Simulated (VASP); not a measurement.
VASP ran on this input.

### KPOINTS
```
Automatic mesh
0
Gamma
9 9 3
0 0 0
```

POSCAR:
```
C
1.0
  1.2285164087  -2.1278523465   0.0000000000
  1.2285164087   2.1278523465   0.0000000000
  0.0000000000   0.0000000000   6.6425006132
C
4
Cart
  1.2285164087   2.1278523465   1.6606251533
  2.4570328174   0.0000000000   4.9818754599
  1.2285164087   0.7092855341   1.6606251533
  1.2285164087  -0.7092855341   4.9818754599
```

**INCAR**
```
! general
SYSTEM  =C
PREC    =Accurate
ENCUT   =520
LREAL   =.FALSE.
LASPH   =.TRUE.

! electronic loop
EDIFF   =1E-6
NELM    =100
ALGO    =Normal
LMIXTAU =.TRUE.

! smearing
ISMEAR  =0
SIGMA   =0.05

! functional
METAGGA =R2SCAN
LUSE_VDW=.TRUE.
BPARAM  =11.95
CPARAM  =0.0093

! ions
IBRION  =2
NSW     =60
ISIF    =3
EDIFFG  =-0.02

! output
LWAVE   =.FALSE.
LCHARG  =.FALSE.
```

POTCAR, in this order: C (PBE.64 set). Program: vasp_std.

Task: Write an equivalent input for Ansatz.

Result: One equivalent input (not run):
Ansatz 0.2 input:
```yaml
crystal:
  lattice:
    - [1.2285164, -2.1278523, 0.0000000]
    - [1.2285164, 2.1278523, 0.0000000]
    - [0.0000000, 0.0000000, 6.6425006]
  atoms:
    - { symbol: C, position: [0.0000000, 1.0000000, 0.2500000] }
    - { symbol: C, position: [1.0000000, 1.0000000, 0.7500000] }
    - { symbol: C, position: [0.3333330, 0.6666670, 0.2500000] }
    - { symbol: C, position: [0.6666670, 0.3333330, 0.7500000] }
kpoints:
  mp_grid: { grid: [9, 9, 3] }
hamiltonian:
  xc: r2scan
  dispersion: rvv10
  pseudopotentials: { kind: paw }
scf:
  occupations: { method: gaussian, width: 0.05 }
  max_iter: 100
relax:
  max_steps: 60
  f_tol: 0.02
  cell: {}
output: { forces: true, stress: true, eigenvalues: true }
```
Limits of the translation: each code has its own PAW files, so the cut-off isn't converted (ENCUT is set for VASP's; basis.ecutwfc is left out, and Ansatz then takes the one that its files recommend); Ansatz stops its SCF on the density residual and VASP on the energy change (EDIFF).

The compound is C in the graphite structure. This run relaxes it. Symmetry was kept, so distortions that lower it aren't found. The k-mesh is coarse (spacing up to 0.33 per Å, 2π included), so the numbers may not be converged in it. The start is the result of an earlier pass.
